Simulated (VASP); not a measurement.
Input for VASP

POSCAR:
```
Rb(PRu)2
12.9475940
 -0.1525761466   0.1525761466   0.5000000000
  0.1525761466  -0.1525761466   0.5000000000
  0.1525761466   0.1525761466  -0.5000000000
Rb P Ru
1 2 2
direct
  0.0000000000   0.0000000000   0.0000000000
  0.3334900000   0.3334900000   0.0000000000
  0.6665100000   0.6665100000   0.0000000000
  0.7500000000   0.2500000000   0.5000000000
  0.2500000000   0.7500000000   0.5000000000
```

INCAR:
```
SYSTEM = Rb(PRu)2
PREC = Accurate; ENCUT = 300; LREAL = F
LASPH = T
EDIFF = 1E-6; NELM = 100; ALGO = Normal
LMAXMIX = 4
ISMEAR = -1; SIGMA = 0.1
ISIF = 2
LWAVE = F; LCHARG = F
```

File KPOINTS:
```
Automatic mesh
0
Gamma
7 7 7
0 0 0
```

POTCAR, in this order: Rb_sv P Ru_pv (LDA.64 set). Program: vasp_std.

Translate this LDA calculation to Quantum ESPRESSO's pw.x.

One equivalent input (not run):
```
&CONTROL
  calculation = 'scf'
  pseudo_dir = './pseudo'
  outdir = './out'
  tprnfor = .true.
  tstress = .true.
/
&SYSTEM
  ibrav = 0
  nat = 5
  ntyp = 3
  ecutwfc = 88
  occupations = 'smearing'
  smearing = 'fermi-dirac'
  degauss = 0.00735
  input_dft = 'pz'
/
&ELECTRONS
  conv_thr = 7.3e-08
  electron_maxstep = 100
/
ATOMIC_SPECIES
  Rb 85.468 Rb.upf
  P 30.974 P.upf
  Ru 101.070 Ru.upf
CELL_PARAMETERS angstrom
    -1.9754940    1.9754940    6.4737970
     1.9754940   -1.9754940    6.4737970
     1.9754940    1.9754940   -6.4737970
ATOMIC_POSITIONS crystal
  Rb   0.0000000  0.0000000  0.0000000
  P    0.3334900  0.3334900  0.0000000
  P    0.6665100  0.6665100  0.0000000
  Ru   0.7500000  0.2500000  0.5000000
  Ru   0.2500000  0.7500000  0.5000000
K_POINTS automatic
  7 7 7 0 0 0
```
Limits of the translation: the potentials are each code's own (VASP's PAW set, PseudoDojo norm-conserving files in pw.x), so ENCUT and ecutwfc are chosen apart and not converted; conv_thr bounds pw.x's estimated SCF error, while EDIFF bounds the energy change between steps.

The structure comes from a computed database's RbRu2P2 entry; how it stands against other phases isn't given here. The cell was not relaxed at this level, and its volume differs by -5.9 % from the start's. The k-mesh is coarse (spacing up to 0.32 per Å, 2π included), so the numbers may not be converged in it.
